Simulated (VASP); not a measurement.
Set up this calculation in VASP 6.6.1, as the native input.

| Property | Result |
| --- | --- |
| Task | relaxation of the atoms |
| Functional | PBE |
| Potentials or basis | VASP PAW PBE potentials, release 64 (Rb_sv) |
| Cutoff | 600 eV |
| k mesh | 10 × 10 × 10 |
| Occupations | methfessel-paxton, width 0.1 eV |
| Spin | no spin polarisation |
| Further INCAR settings | ALGO = Fast; EDIFF = 1e-07; IBRION = 2; EDIFFG = -0.01; NSW = 40 |

The structure of Rb lies in POSCAR:

```
Rb                                      
1.0
   -2.7956633297      2.7956633297      2.7956633297
    2.7956633297     -2.7956633297      2.7956633297
    2.7956633297      2.7956633297     -2.7956633297
  Rb            
     1
Direct
     0.0000000000000000    0.0000000000000000    0.0000000000000000
```

The cell isn't the ideal one: a relaxed cell with its volume scaled by 0.96.

The input as run:

INCAR

```
SYSTEM = Rb
PREC = Accurate
ENCUT = 600
EDIFF = 1E-7
ISMEAR = 1
SIGMA = 0.1
LREAL = .FALSE.
LASPH = .TRUE.
NELM = 80
ALGO = Fast
ISIF = 2
LWAVE = .FALSE.
LCHARG = .FALSE.
GGA = PE
IBRION = 2
NSW = 40
EDIFFG = -0.01
```

KPOINTS

```
regular mesh
0
G
  10 10 10
  0 0 0
```

Potentials or basis: VASP PAW PBE potentials, release 64 (Rb_sv).

The run is started by

```sh
$ cat potpaw_PBE.64/Rb_sv/POTCAR > POTCAR
$ mpirun -np 1 vasp_std > vasp.out
```

Results of the run:

- Pressure after relaxing: 0.1 GPa
- Band gap on the k mesh: none (metal or under the smearing width)

Caveat: the relaxation stopped at its first step, so nothing moved.

Wall time 28 s on 1 thread of Intel(R) Xeon(R) Platinum 8488C (Sapphire Rapids), with other jobs on the host, peak memory 0.24 GiB.
